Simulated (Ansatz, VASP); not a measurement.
# Cd3Te2Se in VASP and in Ansatz

```
CELL_PARAMETERS angstrom
4.58282 0.00000 0.00000
-2.29141 3.96884 0.00000
0.00000 0.00000 11.21266
ATOMIC_POSITIONS crystal
Cd 0.00000 0.00000 0.99935
Cd 0.33333 0.66667 0.65414
Cd 0.66667 0.33333 0.34598
Te 0.00000 0.00000 0.74511
Te 0.66667 0.33333 0.09050
Se 0.33333 0.66667 0.41492
```

Alike in both runs: functional PBE; k mesh 6 × 6 × 2; occupations gaussian, width 0.1 eV; no spin polarisation.

Ansatz relaxed the structure, and its values are those at the end. VASP's run is a single point on that final structure, the one shown.

```csv
,VASP,Ansatz
version,VASP 6.6.1,Ansatz 0.2.0
potentials or method,"VASP PAW PBE potentials, release 64 (Cd, Te, Se)","scalar-relativistic, plane waves, PAW"
plane-wave cutoff (eV),520,420
valence electrons in the cell,54,108
```

```csv
,VASP,Ansatz,Ansatz less VASP
gap on the k mesh at the Fermi level (eV),0.25,0.25,+0.004
least direct gap on the mesh (eV),0.25,0.25,+0.004
pressure (GPa),0.2,0.0,-0.14
rms of the force components (eV/Å),0.005,0.004,-0.0007
```

The two sets of potentials don't hold the same shells in valence.

Caveats: spin-orbit coupling is left out, which moves the levels of the heavy elements.
